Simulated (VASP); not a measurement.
An input for Ansatz (written as the equivalent of a VASP run, and not itself run):

Ansatz 0.2 input:
```yaml
crystal:
  lattice:
    - [3.7433271, 0.0000000, 0.0000000]
    - [-1.8716630, 3.2418163, 0.0000000]
    - [0.0000000, 0.0000000, 16.1580408]
  atoms:
    - { symbol: Ga, position: [0.3333330, 0.6666670, 0.1748285] }
    - { symbol: Ga, position: [0.6666670, 0.3333330, 0.6748285] }
    - { symbol: Ga, position: [0.6666670, 0.3333330, 0.8251715] }
    - { symbol: Ga, position: [0.3333330, 0.6666670, 0.3251715] }
    - { symbol: Se, position: [0.3333330, 0.6666670, 0.6021107] }
    - { symbol: Se, position: [0.6666670, 0.3333330, 0.1021107] }
    - { symbol: Se, position: [0.6666670, 0.3333330, 0.3978893] }
    - { symbol: Se, position: [0.3333330, 0.6666670, 0.8978893] }
kpoints:
  mp_grid: { grid: [8, 8, 2] }
hamiltonian:
  xc: pbesol
  pseudopotentials: { kind: paw }
scf:
  occupations: { method: tetrahedron }
  max_iter: 100
output: { forces: true, stress: true, eigenvalues: true }
```

### Question
Translate this input to VASP (INCAR, KPOINTS, POSCAR, choice of POTCAR).

### Answer
This is not unique; one that fits is 
File POSCAR:
```
GaSe
1
    3.7433270724     0.0000000168    -0.0000000000
   -1.8716630070     3.2418162844     0.0000000000
    0.0000000000    -0.0000000000    16.1580408241
Ga Se
4 4
Direct
  0.3333330000   0.6666670000   0.1748285232
  0.6666670000   0.3333330000   0.6748285232
  0.6666670000   0.3333330000   0.8251714768
  0.3333330000   0.6666670000   0.3251714768
  0.3333330000   0.6666670000   0.6021107317
  0.6666670000   0.3333330000   0.1021107317
  0.6666670000   0.3333330000   0.3978892683
  0.3333330000   0.6666670000   0.8978892683
```

File KPOINTS:
```
Automatic mesh
0
Gamma
  8 8 2
0 0 0
```

**INCAR**
```
GGA = PS
ALGO = Normal   ! blocked Davidson
LASPH = T
ISMEAR = -5   ! tetrahedra, Bloechl
LWAVE = F
LREAL = F   ! projection in real space or not
EDIFF = 1E-7
NELM = 100   ! most electronic steps
ENCUT = 400   ! plane-wave cut-off (eV)
NEDOS = 601
LMAXMIX = 4
ISIF = 2   ! forces and stress, cell fixed
LORBIT = 11
LCHARG = T
PREC = Accurate
SYSTEM = GaSe
```

POTCAR, in this order: Ga_d Se (PBE.64 set). Program: vasp_std.

Limits of the translation: each code has its own PAW files, so the cut-off isn't converted (ENCUT is set for VASP's; basis.ecutwfc is left out, and Ansatz then takes the one that its files recommend); Ansatz stops its SCF on the density residual and VASP on the energy change (EDIFF).

The structure was generated: GaSe was put into the beta-GaS type (P6_3/mmc), a phase also known from measurement. It was relaxed first, which changed the volume by +9 %.
